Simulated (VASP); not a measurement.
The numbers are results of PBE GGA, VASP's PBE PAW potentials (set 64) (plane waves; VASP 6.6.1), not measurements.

A VASP calculation is set up with these files.

**INCAR**
```
! general
SYSTEM  =  Al
PREC    =  Accurate
ENCUT   =  500
LREAL   =  .FALSE.
LASPH   =  .TRUE.

! electronic loop
EDIFF   =  1E-6
NELM    =  100
ALGO    =  Normal

! smearing
ISMEAR  =  1
SIGMA   =  0.1

! functional
GGA     =  PE

! ions
IBRION  =  2
NSW     =  40
ISIF    =  3
EDIFFG  =  -0.02

! output
LWAVE   =  .FALSE.
LCHARG  =  .FALSE.
```

**KPOINTS**
```
Automatic mesh
0
Gamma
15 15 15
0 0 0
```

File POSCAR:
```
Al
1
    0.0000000000     2.0177177771     2.0177177771
    2.0177177771     0.0000000000     2.0177177771
    2.0177177771     2.0177177771     0.0000000000
Al
1
Direct
  0.0000000000   0.0000000000   0.0000000000
```

POTCAR, in this order: Al (PBE.64 set). Program: vasp_std.

What will the output report for the number of irreducible k-points (NKPTS), largest plane-wave count, number of space-group operations, FFT grid (NGX, NGY, NGZ)?

- number of irreducible k-points (NKPTS): 120
- largest plane-wave count: 432
- number of space-group operations: 48
- FFT grid (NGX, NGY, NGZ): 24 × 24 × 24

The compound is Al in the fcc structure. It was relaxed first.
